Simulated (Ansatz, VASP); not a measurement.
**Ni (Nickel): VASP beside Ansatz**

Wanted: the spread between two codes on one cell, functional and k mesh. The cell is taken from a series of runs on this material, whose earlier steps may have relaxed, scaled, displaced or heated it; both programs get it as it stands.

Program: Ansatz 0.2.0. Level of theory: plane waves, with VASP 6.6.1 beside it; relaxation of cell and atoms at PBEsol. Results are calculated unless marked as measured.

## (1) The structure

Symmetry: Fm-3m, No. 225, cubic system. Conventional cell: a = 3.466 Å, b = 3.466 Å, c = 3.466 Å, α = 90.00°, β = 90.00°, γ = 90.00°. Nearest to Ni lie 12 Ni at 2.45 Å.

## (2) Ansatz: relaxation of cell and atoms, PBEsol

Ansatz runs on its PAW soft_1 files.

The relaxed volume is the usual yardstick between codes: in a stiff, nearly cubic crystal its relative difference is about their pressure difference at one cell divided by the bulk modulus.

input.yaml

```yaml
crystal:
  lattice:
    - [0.0, 1.7332375184, 1.7332375184]
    - [1.7332375184, 0.0, 1.7332375184]
    - [1.7332375184, 1.7332375184, 0.0]
  atoms:
    - { symbol: Ni, position: [0.0, 0.0, 0.0], spin: 0.83 }
kpoints:
  mp_grid: { grid: [26, 26, 26] }
hamiltonian:
  xc: pbesol
  pseudopotentials: { kind: paw, azcp: { folder: soft_1 }, xc_functional: pbe }
scf:
  occupations: { method: gaussian, width: 0.1 }
output:
  forces: true
  stress: true
  eigenvalues: true
  populations: true
  write_density: true
  write_potential: true
  elf: true
  volumetric_format: npy
magnetization:
  spin_polarized: true
relax:
  adjacent_minimum: "off"
  f_tol: 0.005
  max_steps: 80
  cell: { stress_tol: 0.05 }
```

Run with:

```console
ansatz run input.yaml --threads 4 --pin off --max-ram 8192MiB --backend cpu --events-out ev --progress --plain --runs-dir out
```

Numbers of over 12 decimals in the logs are rounded to 6 here.

The program printed:

```text
Engine: ansatz 0.2.0, x86_64-unknown-linux-gnu
Pseudopotentials: kind: paw
Pseudopotential: Ni, paw, valence charge 18, recommended cutoff 420 eV (normal), soft_1/Ni.paw.azcp
Functional definition: PBEsol
  exchange = pbesol_x
  correlation = pbesol_c
Crystal: 1 atoms, lattice volume = 10.414 Å³
Basis set: ecut = 420 eV, 181 PW (Γ), exchange–correlation on 36×36×36 points (8 copies of the dense FFT grid, shifted against one another)
Bands: 14, of which v1, the nominal top of the filled ones, is band 9 counted from 1 (8 counted from 0)
Symmetry: 48 space group operations
Space group: Fm-3m (ITA 225), of the structure as read, at distance tolerance 2.2e-5 Å
Magnetic group: BNS 225.116 (UNI 1618), of the structure as read, at distance tolerance 2.2e-5 Å
k-points: 511 of 17576
Non-local potential: Ni, projectors of the file, l = 0: 3, l = 1: 2, l = 2: 3, l = 3: 1
PAW form: soft (Blöchl's): semilocal exchange-correlation on the pseudo side does not see the compensation charge
PAW frozen core: Ni, regenerated for the run's functional, and the local potential with it (the file was generated under x = pbe(κ = 0.804, μ = 0.219515), c = pbe(β = 0.066725))
PAW one-centre angular grid: Ni, 590 points (default); XC on 64 Gauss nodes
Initial density: superposition of atomic densities (chi_scale 0.1, normalization cell)
Starting moments: Σ|m| = 0.83 μB on 1 of 1 site
Initial wavefunctions: pseudopotential atomic-orbital guess
Functional: x = pbesol(κ = 0.804, μ = 0.123457), c = pbesol(β = 0.046)
SCF iter   1: F=—  HF=-5804.477014 eV  |F-HF|=—  |Δ(HF+E_count)|=         —  Δρ=9.11e-2 (↑5.10e-2 ↓9.11e-2)  dr2=1.16e0  dr2_m=3.94e-2  M=0.793 μB ∫|m|=0.845 μB  β_m=0.30  ethr=3.10e-3  ⟨swp⟩=3.3  Hψ=62631  notcnv=0
Mixer restart at iter 1: flushing history
preconditioner: auto → none  [metal: Δε(μ)=0.003 eV  Ē_g=16.357 eV  σ=0.100 eV  W_gap=0.02  n_scr=0 (ndim 8)  ℏωp=36.4 eV  f_vac=0.000  D(μ)=1.45/eV (n_scr^D=14)]
SCF iter   2: F=—  HF=-5804.158781 eV  |F-HF|=—  |Δ(HF+E_count)|=   3.18e-1  Δρ=4.25e-2 (↑4.25e-2 ↓2.55e-2)  dr2=2.18e-1  dr2_m=1.03e-2  M=0.748 μB ∫|m|=0.809 μB  β_m=0.26  ethr=3.10e-3  ⟨swp⟩=3.1  Hψ=36014  notcnv=0  defer=552
SCF iter   3: F=—  HF=-5804.375071 eV  |F-HF|=—  |Δ(HF+E_count)|=         —  Δρ=1.21e-2 (↑1.21e-2 ↓8.65e-3)  dr2=9.85e-3  dr2_m=3.99e-3  M=0.731 μB ∫|m|=0.791 μB  β_m=0.26  ethr=1.21e-3  ⟨swp⟩=2.9  Hψ=25800  notcnv=0  defer=553
Mixer restart at iter 3: flushing history
SCF iter   4: F=—  HF=-5804.583462 eV  |F-HF|=—  |Δ(HF+E_count)|=   2.08e-1  Δρ=7.94e-3 (↑7.94e-3 ↓7.54e-3)  dr2=7.37e-3  dr2_m=1.83e-3  M=0.717 μB ∫|m|=0.781 μB  β_m=0.53  ethr=5.47e-5  ⟨swp⟩=2.6  Hψ=28599  notcnv=0  defer=570
SCF iter   5: F=—  HF=-5804.926505 eV  |F-HF|=—  |Δ(HF+E_count)|=   3.43e-1  Δρ=1.28e-2 (↑3.33e-3 ↓1.28e-2)  dr2=1.14e-2  dr2_m=4.47e-3  M=0.663 μB ∫|m|=0.739 μB  β_m=0.47  ethr=4.09e-5  ⟨swp⟩=2.1  Hψ=29209  notcnv=0  defer=514
SCF iter   6: F=-5804.959225 eV  HF=-5804.988560 eV  |F-HF|=2.93e-2  |Δ(HF+E_count)|=   6.21e-2  Δρ=1.27e-2 (↑1.27e-2 ↓8.13e-3)  dr2=2.12e-2  dr2_m=5.80e-4  M=0.646 μB ∫|m|=0.725 μB  β_m=0.76  ethr=4.09e-5  ⟨swp⟩=2.0  Hψ=34075  notcnv=0  defer=404
SCF iter   7: F=-5804.977016 eV  HF=-5804.980208 eV  |F-HF|=3.19e-3  |Δ(HF+E_count)|=   8.35e-3  Δρ=1.06e-2 (↑3.75e-3 ↓1.06e-2)  dr2=1.20e-2  dr2_m=1.34e-3  M=0.629 μB ∫|m|=0.707 μB  β_m=0.72  ethr=4.09e-5  ⟨swp⟩=2.0  Hψ=29598  notcnv=0  defer=294
SCF iter   8: F=-5804.981060 eV  HF=-5804.982754 eV  |F-HF|=1.69e-3  |Δ(HF+E_count)|=   2.55e-3  Δρ=6.27e-3 (↑2.03e-3 ↓6.27e-3)  dr2=3.97e-3  dr2_m=5.05e-4  M=0.623 μB ∫|m|=0.702 μB  β_m=0.83  ethr=4.09e-5  ⟨swp⟩=1.1  Hψ=17268  notcnv=0  defer=322
SCF iter   9: F=-5804.983071 eV  HF=-5804.983127 eV  |F-HF|=5.57e-5  |Δ(HF+E_count)|=   3.73e-4  Δρ=1.27e-3 (↑3.80e-4 ↓1.27e-3)  dr2=1.56e-4  dr2_m=2.29e-5  M=0.620 μB ∫|m|=0.699 μB  β_m=0.91  ethr=2.20e-5  ⟨swp⟩=2.0  Hψ=18362  notcnv=0  defer=377
SCF iter  10: F=-5804.983152 eV  HF=-5804.983152 eV  |F-HF|=1.86e-7  |Δ(HF+E_count)|=   2.48e-5  Δρ=8.93e-5 (↑2.00e-5 ↓8.93e-5)  dr2=6.39e-7  dr2_m=1.54e-7  M=0.620 μB ∫|m|=0.699 μB  β_m=0.96  ethr=8.67e-7  ⟨swp⟩=2.3  Hψ=19057  notcnv=0  defer=381
SCF iter  11: F=-5804.983152 eV  HF=-5804.983152 eV  |F-HF|=7.02e-9  |Δ(HF+E_count)|=   5.36e-7  Δρ=5.73e-6 (↑4.32e-6 ↓5.73e-6)  dr2=4.88e-9  dr2_m=1.09e-10  M=0.620 μB ∫|m|=0.698 μB  β_m=0.98  ethr=3.55e-9  ⟨swp⟩=2.2  Hψ=21744  notcnv=0  defer=379
SCF iter  12: F=-5804.983152 eV  HF=-5804.983152 eV  |F-HF|=1.32e-9  |Δ(HF+E_count)|=   1.63e-9  Δρ=3.44e-6 (↑1.61e-6 ↓3.44e-6)  dr2=1.51e-9  dr2_m=9.01e-11  M=0.620 μB ∫|m|=0.698 μB  ethr=2.71e-11  ⟨swp⟩=6.6  Hψ=72708  notcnv=0
at 1 of the mixer's solves, the last at iteration 5, it left a direction of its history that read negative out of its fit and stepped the other way along it
SCF 1 converged in 12 iterations: F = -5804.983152 eV  dr2 = 1.51e-9
[...]
SCF iter   3: F=—  HF=-5804.983201 eV  |F-HF|=—  |Δ(HF+E_count)|=   1.25e-5  Δρ=4.01e-5 (↑3.46e-5 ↓4.01e-5)  dr2=4.61e-8  dr2_m=9.64e-8  M=0.619 μB ∫|m|=0.698 μB  β_m=0.55  ethr=9.77e-8  ⟨swp⟩=2.4  Hψ=21522  notcnv=0
SCF iter   4: F=—  HF=-5804.983203 eV  |F-HF|=—  |Δ(HF+E_count)|=   1.65e-6  Δρ=6.90e-5 (↑1.21e-5 ↓6.90e-5)  dr2=2.51e-7  dr2_m=1.29e-7  M=0.619 μB ∫|m|=0.698 μB  β_m=0.24  ethr=2.56e-10  ⟨swp⟩=2.0  Hψ=23821  notcnv=0
SCF iter   5: F=—  HF=-5804.983204 eV  |F-HF|=—  |Δ(HF+E_count)|=   8.48e-7  Δρ=2.69e-5 (↑2.69e-5 ↓9.34e-6)  dr2=2.27e-8  dr2_m=3.01e-8  M=0.619 μB ∫|m|=0.698 μB  β_m=0.53  ethr=2.56e-10  ⟨swp⟩=2.0  Hψ=23880  notcnv=0
SCF iter   6: F=—  HF=-5804.983204 eV  |F-HF|=—  |Δ(HF+E_count)|=   6.34e-8  Δρ=1.35e-5 (↑1.35e-5 ↓1.35e-5)  dr2=3.52e-8  dr2_m=4.29e-10  M=0.619 μB ∫|m|=0.697 μB  β_m=0.76  ethr=1.26e-10  ⟨swp⟩=2.1  Hψ=23941  notcnv=0
iter 7 did not close the SCF: its close was put off for a magnetic moment that had not settled (scf_convergence_deferred on its scf_iter line)
SCF iter   7: F=-5804.983204 eV  HF=-5804.983204 eV  |F-HF|=2.81e-8  |Δ(HF+E_count)|=   1.02e-7  Δρ=1.82e-5 (↑6.37e-6 ↓1.82e-5)  dr2=3.48e-8  dr2_m=3.90e-9  M=0.619 μB ∫|m|=0.697 μB  β_m=0.81  ethr=1.26e-10  ⟨swp⟩=4.4  Hψ=71479  notcnv=0
SCF iter   8: F=-5804.983204 eV  HF=-5804.983204 eV  |F-HF|=5.64e-11  |Δ(HF+E_count)|=   5.81e-9  Δρ=7.72e-7 (↑3.31e-7 ↓7.72e-7)  dr2=7.10e-11  dr2_m=6.27e-12  M=0.619 μB ∫|m|=0.697 μB  ethr=1.26e-10  ⟨swp⟩=4.9  Hψ=68522  notcnv=0
SCF 2 converged in 8 iterations: F = -5804.983204 eV  dr2 = 7.10e-11
relax step   2: F+E_penalty+E_count = -5804.98320376 eV  Δ(F+E_penalty+E_count) = -5.161e-5 eV  max|allowed force component| = 0.000e0 eV/Å  Δτ_max = 0.0000 Å  P = -0.341 GPa  Ω = 10.400 Å³  energy of the carried Pulay correction = +7.980e-6 eV  (8 SCF iters, dr2 threshold 1.00e-7 eV, accepted)
[...]
relax step   3: F+E_penalty+E_count = -5804.98322926 eV  Δ(F+E_penalty+E_count) = -2.550e-5 eV  max|allowed force component| = 0.000e0 eV/Å  Δτ_max = 0.0000 Å  P = -0.000 GPa  Ω = 10.384 Å³  energy of the carried Pulay correction = +1.685e-5 eV  (7 SCF iters, dr2 threshold 1.00e-7 eV, accepted)
[...]
relax step   4: F+E_penalty+E_count = -5804.98321146 eV  Δ(F+E_penalty+E_count) = +1.780e-5 eV  max|allowed force component| = 0.000e0 eV/Å  Δτ_max = 0.0000 Å  P = +0.003 GPa  Ω = 10.384 Å³  stress off target by 3.06e-3 GPa  SCF on the basis re-selected at this cell (its energy is not comparable with the rows above)  (6 SCF iters)
basis re-selected at this cell: Δ(F+E_penalty+E_count) = +1.780e-5 eV, ΔP = +0.003 GPa vs the last step (what re-selecting the basis moved, of the pressure what is left beyond the Pulay correction that the steps carried, after the strain that the cell walked since its last selection, with what the two solves' SCF thresholds leave and, on support functions, any second-order correction that the steps lacked; it is no measure of the basis error at this ecutwfc). This SCF's stress stands 3.06e-3 GPa from its target on what of the cell is left free (relax.cell.stress_tol is 5.00e-2 GPa) and its largest allowed force component is 0.00e0 eV/Å (relax.f_tol is 5.00e-3 eV/Å): [rest of the remark cut]
SCF converged after 6 iterations
Magnetization: 0.6179 μB (9.3090 up, 8.6910 down)
Absolute magnetization: 0.6976 μB (∫|ρ↑−ρ↓|, with the PAW one-centre terms)
Spin contamination: 0.0055 ħ² per cell (⟨S²⟩ above its minimum at these occupations)
Per-site moments (μB) at R_I (Å): [(0.652058, 1.010140)]
Free energy (F): -5804.983211 eV
Harris-Foulkes:  -5804.983211 eV  (|F-HF|=9.09e-13)
Internal energy: -5804.974363 eV  (E = F + TS)
E sigma→0 (E₀):  -5804.978787 eV
Entropy (-TS):   -0.008849 eV (-8.849 meV/atom)
Fermi energy:    18.846904 eV
--- Per-component energies (eV) ---
  E_band       = -272.767042
  E_kinetic    = 340.455147
  E_local      = -2659.864841  (includes V_loc(G=0)·N_el)
  E_nonlocal   = -115.258616
  E_hartree    = 1451.625895
  E_xc         = -112.561559
  E_vxc        = -145.896578  (∫ρ·V_xc dr)
  E_paw        = -1621.262002  (= ΣΔE_a)
  E_vpaw       = -595.454911  (= ΣTr[D̂ρ^β])
  E_aug_tail   = 0.000876  (compensation charges beyond the density's cutoff)
  E_ewald      = -3088.306552
  E_core_change = 0.197289  (= ΣΔE_core)
  E_smearing   = -0.008849  (= −TS)
  E_closure    = 0.000000  (closes the sum)
  Σ components = -5804.983211   (vs F -5804.983211, Δ=0.00e0)
--- Forces (eV/Å), atoms counted from 1 ---
  atom   1  Ni    -0.00000000    -0.00000000    -0.00000000
  max |Σ_I F_I| component: 7.40e-32 eV/Å
--- Stress (GPa, compression-positive) ---
        0.003057       0.000000       0.000000
       -0.000000       0.003057       0.000000
        0.000000      -0.000000       0.003057
  P = ⅓ Tr σ = 0.0031 GPa (0.031 kbar)
--- Band table (eV; the first three rows and the last of 1022) ---
  k-point 0 ↑: bands = [... 5 lower, 16.2703, 16.2703, 16.2703, 17.5363, 17.5363, 42.6727, 46.9459, 46.9459, ... 1 higher]
  k-point 1 ↑: bands = [... 5 lower, 16.2536, 16.2847, 16.2847, 17.5300, 17.5300, 42.5266, 45.9595, 46.7808, ... 1 higher]
  k-point 2 ↑: bands = [... 5 lower, 16.2057, 16.3254, 16.3254, 17.5133, 17.5133, 41.8688, 44.6334, 46.4065, ... 1 higher]
  k-point 510 ↓: bands = [... 5 lower, 15.9572, 16.3369, 18.0579, 19.2474, 26.3457, 27.5272, 29.2133, 30.5187, ... 1 higher]
--- Relaxed structure (3 steps of the walk, 3 accepted, 1 SCFs on fresh bases) ---
  F+E_penalty+E_count = -5804.98321146 eV   max|allowed force component| = 0.000e0 eV/Å   (the final SCF, on the basis selected at the relaxed cell)
  cell:  # Å, volume = 10.3838 Å³
    - [0, 1.731581, 1.731581]
    - [1.731581, 0, 1.731581]
    - [1.731581, 1.731581, 0]
  atoms:
    - { symbol: Ni, position: [0.0, 0.0, 0.0] }
--- Löwdin populations: 1 site ---
  site symbol       q [e]    m [muB]
     0     Ni     17.7692     0.6445
  spilling = 0.012822 (of n_electrons = 18.000000)
```

(Continued in part 2 of 2.)

[Lines on the potential files, build, host, timing and source positions are cut from VASP's logs without a mark.]

[Logs are printed without paths, hosts, clocks, repeated set-up lines and the standing remarks that a program may print on its own settings, such as how far it seeks lower states.]

[Hosts, paths, dates, database ids (printed as entryN), source tags and the programs' standing remarks are cut or masked in the printed files.]
